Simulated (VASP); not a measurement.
OSZICAR of a VASP run on CoAl (CsCl type):

**OSZICAR**
```
       N       E                     dE             d eps       ncg     rms          rms(c)
DAV:   1     0.393128289196E+02    0.39313E+02   -0.53829E+03  1120   0.127E+03
DAV:   2    -0.904933521026E+01   -0.48362E+02   -0.46062E+02  1134   0.190E+02
DAV:   3    -0.102707489825E+02   -0.12214E+01   -0.12111E+01  1298   0.397E+01
DAV:   4    -0.102941005939E+02   -0.23352E-01   -0.23342E-01  1366   0.497E+00
DAV:   5    -0.102947873947E+02   -0.68680E-03   -0.68679E-03  1302   0.818E-01    0.120E+01
DAV:   6    -0.129706993853E+02   -0.26759E+01   -0.68268E+01  1280   0.123E+02    0.171E+01
DAV:   7    -0.877679970983E+01    0.41939E+01   -0.31135E+01  1240   0.789E+01    0.178E+00
DAV:   8    -0.877203183400E+01    0.47679E-02   -0.21073E-01  1158   0.406E+00    0.112E+00
DAV:   9    -0.875968537664E+01    0.12346E-01   -0.40961E-02  1358   0.296E+00    0.283E-01
DAV:  10    -0.875922300470E+01    0.46237E-03   -0.17212E-03  1580   0.574E-01    0.108E-01
DAV:  11    -0.875922413864E+01   -0.11339E-05   -0.71224E-05  1540   0.112E-01    0.311E-02
DAV:  12    -0.875921718421E+01    0.69544E-05   -0.40856E-05  1314   0.935E-02    0.616E-03
DAV:  13    -0.875921720275E+01   -0.18541E-07   -0.39803E-07   588   0.621E-03
   1 F= -.87592172E+01 E0= -.87590495E+01  d E =-.875922E+01
       N       E                     dE             d eps       ncg     rms          rms(c)
DAV:   1    -0.918810390464E+01   -0.42889E+00   -0.60087E+00  1216   0.424E+01    0.584E+00
DAV:   2    -0.975881579782E+01   -0.57071E+00   -0.16757E+01  1292   0.615E+01    0.771E+00
DAV:   3    -0.877155892867E+01    0.98726E+00   -0.75752E+00  1238   0.407E+01    0.962E-01
DAV:   4    -0.876441220684E+01    0.71467E-02   -0.42642E-02  1164   0.204E+00    0.511E-01
DAV:   5    -0.876117450645E+01    0.32377E-02   -0.95430E-03  1620   0.117E+00    0.101E-01
DAV:   6    -0.876114619605E+01    0.28310E-04   -0.32973E-04  1254   0.286E-01    0.312E-02
DAV:   7    -0.876114845750E+01   -0.22615E-05   -0.16816E-05  1468   0.594E-02    0.103E-02
DAV:   8    -0.876114707526E+01    0.13822E-05   -0.79289E-06  1132   0.426E-02    0.217E-03
DAV:   9    -0.876114709573E+01   -0.20473E-07   -0.97155E-08   564   0.309E-03
   2 F= -.87611471E+01 E0= -.87608778E+01  d E =-.192989E-02
       N       E                     dE             d eps       ncg     rms          rms(c)
DAV:   1    -0.886170277636E+01   -0.10056E+00   -0.13213E+00  1204   0.202E+01    0.272E+00
DAV:   2    -0.901471292272E+01   -0.15301E+00   -0.40196E+00  1262   0.294E+01    0.389E+00
DAV:   3    -0.876967656527E+01    0.24504E+00   -0.16740E+00  1294   0.197E+01    0.425E-01
DAV:   4    -0.876766770431E+01    0.20089E-02   -0.59743E-03  1124   0.822E-01    0.163E-01
DAV:   5    -0.876736685793E+01    0.30085E-03   -0.11439E-03  1674   0.406E-01    0.273E-02
DAV:   6    -0.876737303201E+01   -0.61741E-05   -0.34967E-05  1198   0.961E-02    0.638E-03
DAV:   7    -0.876737195353E+01    0.10785E-05   -0.55436E-06  1134   0.395E-02    0.237E-03
DAV:   8    -0.876737201297E+01   -0.59439E-07   -0.31909E-07   560   0.817E-03
   3 F= -.87673720E+01 E0= -.87671466E+01  d E =-.815481E-02
```

Q: Which electronic solver shows in the log?

A: It is blocked Davidson (ALGO = Normal, or the opening steps of other solvers). The INCAR had ALGO = Normal.

Q: How was spin treated?

A: Without spin polarisation: there is no mag entry.

Q: Can the final energy be trusted as converged?

A: The run converged. It stopped with EDIFF = 1E-6, NELM = 100, NSW = 60 and EDIFFG = -0.01 after 3 ionic steps (rev-vdW-DF2, plane waves, VASP's PBE PAW potentials (set 64)). Energy and stress use the plane-wave basis of the starting cell.

The compound is CoAl in the CsCl type structure. This run relaxes it. Symmetry was kept, so distortions that lower it aren't found. The run is not spin-polarised, so no magnetic state was tried.
